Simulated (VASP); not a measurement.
Data:

```
TiTe2
1.0
    3.87702     0.00000     0.00000
   -1.93851     3.35759     0.00000
    0.00000     0.00000    17.17063
Ti Te
1 2
Direct
  0.00000   0.00000   0.50000
  0.33333   0.66667   0.59233
  0.66667   0.33333   0.40767
```

The numbers are results of PBE GGA, VASP's PBE PAW potentials (set 64) (plane waves; VASP), not measurements. Run with 300 eV cut-off, 5×5×1 Γ-centred mesh, Gaussian smearing of 0.10 eV, potentials Ti_sv Te.

The cell holds a wide vacuum, so values per volume refer to the whole cell. Unless said otherwise, spin-orbit coupling is left out, though it shifts the bands of the heavy elements here.

Question: Predict the energy per atom (σ→0), largest force, band gap (on the k-mesh) with the smallest direct gap where there is one.

Answer: 
The band gap (on the k-mesh) is none (metal, semimetal or under 0.01 eV). The energy per atom (σ→0) comes out as -5.343 eV/atom and the largest force comes out as 0.912 eV/Å.

The absolute energy has meaning only against runs of the same code, potentials and settings.

The cell is a sheet with vacuum, built from a generated structure.
